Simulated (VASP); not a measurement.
Input for VASP

File KPOINTS:
```
Automatic mesh
0
Gamma
6 6 4
0 0 0
```

### INCAR
```
! general
SYSTEM =VSi
PREC   =Accurate
ENCUT  =300
LREAL  =.False.
LASPH  =.True.

! electronic loop
EDIFF  =1E-6
NELM   =100
ALGO   =Normal
LMAXMIX=4

! smearing
ISMEAR =0
SIGMA  =0.1

! functional
GGA    =PE

! spin
ISPIN  =2
MAGMOM =2.0 2.0 0.0 0.0

! ions
ISIF   =2

! output
LWAVE  =.False.
LCHARG =.False.
LORBIT =11
```

### POSCAR
```
VSi
1
    3.7316370000     0.0000000000     0.0000000000
   -1.8658190000     3.2316930000     0.0000000000
    0.0000000000     0.0000000000     5.2009890000
V Si
2 2
Direct
  0.0000000000   0.0000000000   0.0000000000
  0.0000000000   0.0000000000   0.5000000000
  0.3333330000   0.6666670000   0.2500000000
  0.6666670000   0.3333330000   0.7500000000
```

POTCAR, in this order: V_sv Si (PBE.64 set). Program: vasp_std.

**Question.** Write an equivalent input for Quantum ESPRESSO's pw.x.

**Answer.** One equivalent input (not run):
```
&CONTROL
  calculation = 'scf'
  pseudo_dir = './pseudo'
  outdir = './out'
  tprnfor = .true.
  tstress = .true.
/
&SYSTEM
  ibrav = 0
  nat = 4
  ntyp = 2
  ecutwfc = 84
  occupations = 'smearing'
  smearing = 'gaussian'
  degauss = 0.00735
  input_dft = 'pbe'
  nspin = 2
  starting_magnetization(1) = 0.2
/
&ELECTRONS
  conv_thr = 7.3e-08
  electron_maxstep = 100
/
ATOMIC_SPECIES
  V 50.941 V.upf
  Si 28.085 Si.upf
CELL_PARAMETERS angstrom
     3.7316370    0.0000000    0.0000000
    -1.8658190    3.2316930    0.0000000
     0.0000000    0.0000000    5.2009890
ATOMIC_POSITIONS crystal
  V    0.0000000  0.0000000  0.0000000
  V    0.0000000  0.0000000  0.5000000
  Si   0.3333330  0.6666670  0.2500000
  Si   0.6666670  0.3333330  0.7500000
K_POINTS automatic
  6 6 4 0 0 0
```
Limits of the translation: the potentials are each code's own (VASP's PAW set, PseudoDojo norm-conserving files in pw.x), so ENCUT and ecutwfc are chosen apart and not converted; conv_thr bounds pw.x's estimated SCF error, while EDIFF bounds the energy change between steps; starting_magnetization is a fraction of the valence charge and MAGMOM a moment in μB, so they match only roughly.

The structure was generated: VSi was put into an ordered model structure, which need not be its known phase. The cell was not relaxed at this level. The k-mesh is coarse (spacing up to 0.32 per Å, 2π included), so the numbers may not be converged in it.
